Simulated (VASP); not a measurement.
Level of theory: PBE GGA, VASP's PBE PAW potentials (set 64) (plane waves; VASP).

Input for VASP

### KPOINTS
```
Automatic mesh
0
Gamma
13 13 13
0 0 0
```

**INCAR**
```
PSTRESS  =  300   # kbar
LMAXMIX  =  4
EDIFF  =  1E-6
GGA  =  PE   # PBE
SYSTEM  =  RuAl
NSW  =  40   # most ionic steps
SIGMA  =  0.1   # width (eV)
NELM  =  100   # most electronic steps
PREC  =  Accurate
ISMEAR  =  1   # Methfessel-Paxton
LWAVE  =  .False.
LREAL  =  .False.
LASPH  =  .True.
IBRION  =  2   # conjugate gradients
EDIFFG  =  -0.02   # ionic stop
LCHARG  =  .False.
ENCUT  =  500
ISIF  =  3   # ions, shape and volume
ALGO  =  Normal   # blocked Davidson
```

POSCAR:
```
RuAl
1.0
  2.8909384499   0.0000000000   0.0000000000
  0.0000000000   2.8909384499   0.0000000000
  0.0000000000   0.0000000000   2.8909384499
Al Ru
1 1
Cart
  1.4454692250   1.4454692250   1.4454692250
  0.0000000000   0.0000000000   0.0000000000
```

POTCAR, in this order: Al Ru_pv (PBE.64 set). Program: vasp_std.

The run wrote:

**OSZICAR**
```
       N       E                     dE             d eps       ncg     rms          rms(c)
DAV:   1     0.116407045660E+03    0.11641E+03   -0.93378E+03  2032   0.131E+03
DAV:   2    -0.123504346116E+02   -0.12876E+03   -0.12431E+03  2184   0.353E+02
DAV:   3    -0.146722691680E+02   -0.23218E+01   -0.22489E+01  2424   0.486E+01
DAV:   4    -0.146954646600E+02   -0.23195E-01   -0.23184E-01  2280   0.487E+00
DAV:   5    -0.146960306773E+02   -0.56602E-03   -0.56600E-03  2564   0.679E-01    0.154E+01
DAV:   6    -0.140770283893E+02    0.61900E+00   -0.32772E+00  2140   0.214E+01    0.293E+00
DAV:   7    -0.140285139083E+02    0.48514E-01   -0.17932E-01  2132   0.522E+00    0.267E+00
DAV:   8    -0.140139631049E+02    0.14551E-01   -0.11887E-02  2176   0.968E-01    0.229E-01
DAV:   9    -0.140138874315E+02    0.75673E-04   -0.50511E-04  2392   0.251E-01    0.131E-01
DAV:  10    -0.140138766385E+02    0.10793E-04   -0.65476E-05  2252   0.946E-02    0.713E-03
DAV:  11    -0.140138758899E+02    0.74855E-06   -0.14531E-06  2024   0.121E-02
   1 F= -.94898278E+01 E0= -.94901510E+01  d E =-.948983E+01
```

File OUTCAR:
```
------------------------ aborting loop because EDIFF is reached ----------------------------------------
  FORCE on cell =-STRESS in cart. coord.  units (eV):
  Direction    XX          YY          ZZ          XY          YZ          ZX
  --------------------------------------------------------------------------------------
  Total        4.5352678      4.5352678      4.5352678      0.0000000     -0.0000000      0.0000000
  in kB      300.7440069    300.7440069    300.7440069      0.0000000     -0.0000000      0.0000000
  external PRESSURE =       0.7440069 kB  Pullay stress =     300.0000000 kB
  volume of cell :       24.16
      direct lattice vectors                 reciprocal lattice vectors
     2.890938450  0.000000000  0.000000000     0.345908437  0.000000000  0.000000000
     0.000000000  2.890938450  0.000000000     0.000000000  0.345908437  0.000000000
     0.000000000  0.000000000  2.890938450     0.000000000  0.000000000  0.345908437
 POSITION                                       TOTAL-FORCE (eV/Angst)
 -----------------------------------------------------------------------------------
      1.44547      1.44547      1.44547         0.000000      0.000000      0.000000
      0.00000      0.00000      0.00000         0.000000      0.000000      0.000000
 -----------------------------------------------------------------------------------
    total drift:                                0.000000      0.000000      0.000000
  FREE ENERGIE OF THE ION-ELECTRON SYSTEM (eV)
  ---------------------------------------------------
  free  energy   TOTEN  =       -14.0138758899 eV

  energy  without entropy=      -14.0148452093  energy(sigma->0) =      -14.01419900
  enthalpy is  TOTEN    =        -9.4898278461 eV   P V=        4.5240480438

 reached required accuracy - stopping structural energy minimisation
```
(Selected blocks of OUTCAR.)

The compound is RuAl in the CsCl type structure. It was relaxed first under an external pressure of 30 GPa. The electron count is odd and the run is not spin-polarised, which forces a metal.
